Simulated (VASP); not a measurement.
Given:

```
Ga2Gd
1.0
    4.17595     0.00000     0.00000
   -2.08798     3.61648     0.00000
    0.00000     0.00000     4.04893
Gd Ga
1 2
Direct
  0.00000   0.00000   0.00000
  0.66667   0.33333   0.50000
  0.33333   0.66667   0.50000
```

Calculation: PBEsol GGA, VASP's PBE PAW potentials (set 64) (plane waves; VASP). Numerical set-up: 480 eV cut-off, 8×8×8 Γ-centred mesh, first-order Methfessel-Paxton smearing of 0.10 eV, potentials Gd_3 Ga_d.

The 4f electrons are frozen in the core of the lanthanide potential, so 4f levels, which can set the real gap, and their magnetism are missing.

### Question
What does the run give for the energy per atom (σ→0), band gap (on the k-mesh) with the smallest direct gap where there is one?

### Answer

| Property | Value |
|---|---|
| band gap (on the k-mesh) | none (metal, semimetal or under 0.01 eV) |
| energy per atom (σ→0) | -4.632 eV/atom |

Total energies compare only between runs with the same potentials, cut-off and functional.

The structure comes from a computed database's GdGa2 entry (P6/mmm); how it stands against other phases isn't given here. It was relaxed first. The electron count is odd and the run is not spin-polarised, which forces a metal.
